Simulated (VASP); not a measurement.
Input:

```
CELL_PARAMETERS angstrom
     -1.60829     1.60829     2.48654
      1.60829    -1.60829     2.48654
      1.60829     1.60829    -2.48654
ATOMIC_POSITIONS crystal
  In 0.00000 0.00000 0.00000
```

Level of theory: r2SCAN+rVV10, VASP's PBE PAW potentials (set 64) (plane waves; VASP). Settings: 520 eV cut-off, 18×18×18 Γ-centred mesh, tetrahedra with Blöchl corrections, potentials In_d.

Unless said otherwise, spin-orbit coupling is left out, though it shifts the bands of the heavy elements here.

Problem. Tabulate the total density of states (states/eV per cell) against energy (eV; zero at the valence-band maximum or, without a gap, the Fermi level).

Solution. 
```
E (eV) | DOS (states/eV)
    -9.98 | ### 0.06
    -9.62 | ##### 0.10
    -9.26 | ####### 0.13
    -8.90 | ######## 0.16
    -8.66 | ######### 0.17
    -8.30 | ########## 0.19
    -7.94 | ########### 0.21
    -7.58 | ############ 0.22
    -7.22 | ############# 0.24
    -6.86 | ############# 0.25
    -6.50 | ############## 0.27
    -6.14 | ############### 0.28
    -5.90 | ############### 0.29
    -5.54 | ################ 0.30
    -5.18 | ################# 0.32
    -4.82 | ################### 0.36
    -4.46 | ##################### 0.40
    -4.10 | ################### 0.36
    -3.74 | ################## 0.33
    -3.38 | ################## 0.34
    -3.14 | ################### 0.35
    -2.78 | ################### 0.36
    -2.42 | ################### 0.35
    -2.06 | ################### 0.35
    -1.70 | ################## 0.34
    -1.34 | ##################### 0.39
    -0.98 | ########################### 0.52
    -0.62 | ######################### 0.47
    -0.38 | ####################### 0.43
    -0.02 | #################### 0.38
     0.34 | ###################### 0.41
     0.70 | ######################### 0.47
     1.06 | ######################### 0.48
     1.42 | ######################### 0.47
     1.78 | ######################### 0.47
     2.14 | ########################## 0.49
     2.38 | ########################### 0.51
     2.74 | ############################ 0.53
     3.10 | ############################# 0.54
     3.46 | ############################## 0.57
```
Within 2 eV below the Fermi level the largest weight inside VASP's projection spheres is In p, then In s.

The compound is In in the bct structure. It was relaxed first.
